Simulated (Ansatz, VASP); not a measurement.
# KTa3 in VASP and in Ansatz

```
CELL_PARAMETERS angstrom
4.39192 0.00000 0.00000
0.00000 4.39192 0.00000
0.00000 0.00000 4.39192
ATOMIC_POSITIONS crystal
K 0.00000 0.00000 0.00000
Ta 0.00000 0.50000 0.50000
Ta 0.50000 0.00000 0.50000
Ta 0.50000 0.50000 0.00000
```

Alike in both runs: task single point; functional PBE; k mesh 4 × 4 × 4; occupations gaussian, width 0.1 eV; no spin polarisation.

```csv
,VASP,Ansatz
version,VASP 6.6.1,Ansatz 0.2.0
potentials or method,"VASP PAW PBE potentials, release 64 (K_sv, Ta_pv)","scalar-relativistic, plane waves, PAW"
plane-wave cutoff (eV),520,420
valence electrons in the cell,42,48
```

```csv
,VASP,Ansatz,Ansatz less VASP
gap on the k mesh at the Fermi level (eV),none,none,-
pressure (GPa),-0.8,-0.9,-0.17
```

A gap of «none» marks a metal or a gap that the smearing closes. With one functional, cell and mesh, what is left measures potentials, basis and numerics. The two sets of potentials don't hold the same shells in valence.

The runs have no spin-orbit coupling, so splittings on Ta are missing.
